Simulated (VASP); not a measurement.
All values below come from r2SCAN meta-GGA, VASP's PBE PAW potentials (set 64) (plane waves; VASP).

A VASP calculation is set up with these files.

**KPOINTS**
```
Automatic mesh
0
Gamma
6 6 5
0 0 0
```

### POSCAR
```
ZrPbO3
1
    5.6878660334     0.0000000000     0.0000000000
   -2.8439330167     4.9258366595     0.0000000000
    0.0000000000     0.0000000000     5.5988635191
Pb Zr O
2 2 6
Direct
  0.3333330000   0.6666670000   0.7500000000
  0.6666670000   0.3333330000   0.2500000000
  0.0000000000   0.0000000000   0.0000000000
  0.0000000000   0.0000000000   0.5000000000
  0.1589064056   0.3178128113   0.2500000000
  0.6821871887   0.8410935944   0.2500000000
  0.1589064056   0.8410935944   0.2500000000
  0.8410935944   0.6821871887   0.7500000000
  0.3178128113   0.1589064056   0.7500000000
  0.8410935944   0.1589064056   0.7500000000
```

### INCAR
```
SYSTEM = ZrPbO3
PREC = Accurate
ENCUT = 520
EDIFF = 1E-7
NELM = 100
ALGO = Normal
LREAL = .FALSE.
LASPH = .TRUE.
ISMEAR = 0
SIGMA = 0.01
METAGGA = R2SCAN
LMIXTAU = .TRUE.
LMAXMIX = 4
LWAVE = .FALSE.
LCHARG = .FALSE.
LOPTICS = .TRUE.
LPEAD = .TRUE.
NBANDS = 156
NEDOS = 1001
CSHIFT = 0.1
```

POTCAR, in this order: Pb_d Zr_sv O (PBE.64 set). Program: vasp_std.

The dielectric response may not be converged in the k-mesh; for small gaps it tends to come out too large.

Task: Estimate the energy per atom (σ→0).

Result: 
```yaml
energy per atom (σ→0): -21.636 eV/atom
```

### OSZICAR
```
...
DAV:  20    -0.216359565448E+03   -0.17900E-04   -0.45655E-06  7064   0.657E-03    0.222E-03
DAV:  21    -0.216359563247E+03    0.22002E-05   -0.50527E-07  7088   0.194E-03    0.764E-04
DAV:  22    -0.216359564182E+03   -0.93512E-06   -0.54401E-08  6464   0.768E-04    0.646E-04
DAV:  23    -0.216359563923E+03    0.25981E-06   -0.16102E-08  6008   0.415E-04    0.340E-04
DAV:  24    -0.216359564369E+03   -0.44664E-06   -0.14288E-08  5616   0.386E-04    0.147E-04
DAV:  25    -0.216359564336E+03    0.33458E-07   -0.17150E-09  3656   0.128E-04
   1 F= -.21635956E+03 E0= -.21635956E+03  d E =-.113340E-29
 imaginary and real dielectric function
```

The structure was generated: ZrPbO3 was put into the 2H-BaNiO3 type (P6_3/mmc), which need not be its known phase. It was relaxed first, which changed the volume by -9 %.
